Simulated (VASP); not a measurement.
Runs of VASP 6.6.1 on Mo. The structure is cubic, space group Im-3m (No. 229). Conventional cell: a = 3.147 Å, b = 3.147 Å, c = 3.147 Å, α = 90.00°, β = 90.00°, γ = 90.00°. Around Mo (site symmetry m-3m) lie 8 Mo at 2.73 Å. 

```csv
k mesh,cutoff (eV),gap on the mesh (eV),pressure (GPa)
14 × 14 × 14,700,none,4.7
14 × 14 × 14,450,none,(a)
12 × 12 × 12,520,none,3.9
14 × 14 × 14,400,none,3.8
14 × 14 × 14,520,none,4.7
```

Alike in all rows: task single point; level PBE; potentials or basis VASP PAW PBE potentials, release 64 (Mo_sv); no spin polarisation; cell as given; smearing gaussian 0.1 eV.

**Question.** Fill in the values left out.

**Answer.** (a) 4.6.

A k mesh can miss the band edges, and the runs leave out spin-orbit coupling on Mo.

A gap of «none» marks a metal or a gap under the smearing width.

Not every run made on this cell is shown here.
